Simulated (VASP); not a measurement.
Consider the following.

```xyz
2
Lattice="1.4479 -2.5078 0.0000 1.4479 2.5078 0.0000 0.0000 0.0000 2.8240" Properties=species:S:1:pos:R:3 pbc="T T T"
W      0.0000     0.0000     0.0000
C      1.4479     0.8359     1.4120
```

These are AM05 GGA, VASP's PBE PAW potentials (set 64) (plane waves; VASP 6.6.1) values and carry that method's errors. Run with 520 eV cut-off, Gaussian smearing of 0.050 eV, potentials W_sv C.

Problem. Give the energies of bands 6 to 12 at the high-symmetry points, in eV from the Fermi level.

Solution. 
```json
[
 {"band": "6", "Γ": "-4.37", "M": "-7.07", "K": "-6.62", "A": "-8.72", "L": "-6.51", "H": "-7.32"},
 {"band": "7", "Γ": "-3.34", "M": "-3.62", "K": "-4.61", "A": "-2.00", "L": "-4.34", "H": "-5.43"},
 {"band": "8", "Γ": "-3.34", "M": "-3.61", "K": "-3.44", "A": "-2.00", "L": "-4.17", "H": "-1.55"},
 {"band": "9", "Γ": "0.17", "M": "-0.41", "K": "0.64", "A": "-0.57", "L": "0.34", "H": "-0.62"},
 {"band": "10", "Γ": "3.32", "M": "2.41", "K": "1.05", "A": "-0.57", "L": "4.55", "H": "4.52"},
 {"band": "11", "Γ": "3.32", "M": "4.64", "K": "2.12", "A": "3.81", "L": "5.46", "H": "6.61"},
 {"band": "12", "Γ": "5.77", "M": "5.03", "K": "3.32", "A": "4.60", "L": "6.82", "H": "7.79"}
]
```

It has no gap at this level: it comes out as a metal or semimetal.

The compound is WC in the wc structure. It was relaxed first.
